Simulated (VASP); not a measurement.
Consider the following.

```
CELL_PARAMETERS angstrom
      2.20326    -3.81617     0.00000
      2.20326     3.81617     0.00000
      0.00000     0.00000     5.08545
ATOMIC_POSITIONS crystal
  Se 0.00000 0.22589 0.66667
  Se 0.77411 0.77411 0.00000
  Se 0.22589 0.00000 0.33333
```

The numbers are results of PW91 GGA, VASP's PBE PAW potentials (set 64) (plane waves; VASP), not measurements. Run with 520 eV cut-off, Gaussian smearing of 0.050 eV, potentials Se.

Without a dispersion term in the relaxation, distances and binding between the weakly bound layers, chains or molecules are unreliable, and so is what depends on them.

Q: Give the energies of bands 4 to 12 at the high-symmetry points, in eV from the valence-band maximum.

A: 
```json
[
 {"band": "4", "Γ": "-3.64", "M": "-4.85", "K": "-4.69", "A": "-4.59", "L": "-5.55", "H": "-5.40"},
 {"band": "5", "Γ": "-3.64", "M": "-4.46", "K": "-4.69", "A": "-3.14", "L": "-4.16", "H": "-4.64"},
 {"band": "6", "Γ": "-3.46", "M": "-3.20", "K": "-2.65", "A": "-3.14", "L": "-3.98", "H": "-4.64"},
 {"band": "7", "Γ": "-1.81", "M": "-2.75", "K": "-2.65", "A": "-1.35", "L": "-1.75", "H": "-0.94"},
 {"band": "8", "Γ": "-1.81", "M": "-1.62", "K": "-2.55", "A": "-1.35", "L": "-1.28", "H": "-0.17"},
 {"band": "9", "Γ": "-0.33", "M": "-0.91", "K": "-1.51", "A": "-1.05", "L": "0.00", "H": "-0.17"},
 {"band": "10", "Γ": "1.77", "M": "1.86", "K": "2.94", "A": "1.23", "L": "1.48", "H": "0.86"},
 {"band": "11", "Γ": "1.77", "M": "2.25", "K": "2.94", "A": "1.26", "L": "2.68", "H": "2.62"},
 {"band": "12", "Γ": "2.18", "M": "3.89", "K": "3.57", "A": "1.26", "L": "2.80", "H": "2.62"}
]
```

The gap is indirect, 0.86 eV, from the valence maximum at L-H at 0.33 to the conduction minimum at H.

The compound is Se in the trig structure. It was relaxed first.
